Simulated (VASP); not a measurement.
Data:

```
Rh
1.0
    0.00000     1.91154     1.91154
    1.91154     0.00000     1.91154
    1.91154     1.91154     0.00000
Rh
1
Direct
  0.00000   0.00000   0.00000
```

Calculation: PBE GGA, VASP's PBE PAW potentials (set 64) (plane waves; VASP 6.6.1). Run with 400 eV cut-off, Gaussian smearing of 0.050 eV, potentials Rh_pv.

**Question.** Give the energies of bands 4 to 9 at the high-symmetry points, in eV from the Fermi level.

**Answer.** 
```csv
band,Γ,X,U,L,W
4,-7.83,-6.16,-5.37,-5.98,-4.89
5,-3.00,-5.80,-4.64,-3.07,-3.71
6,-3.00,0.53,-2.01,-3.07,-3.71
7,-3.00,0.96,-0.67,0.56,-1.17
8,-0.96,0.96,0.37,0.56,0.96
9,-0.96,3.25,7.77,0.76,9.52
```

It has no gap at this level: it comes out as a metal or semimetal.

The compound is Rh in the fcc structure. It was relaxed first.
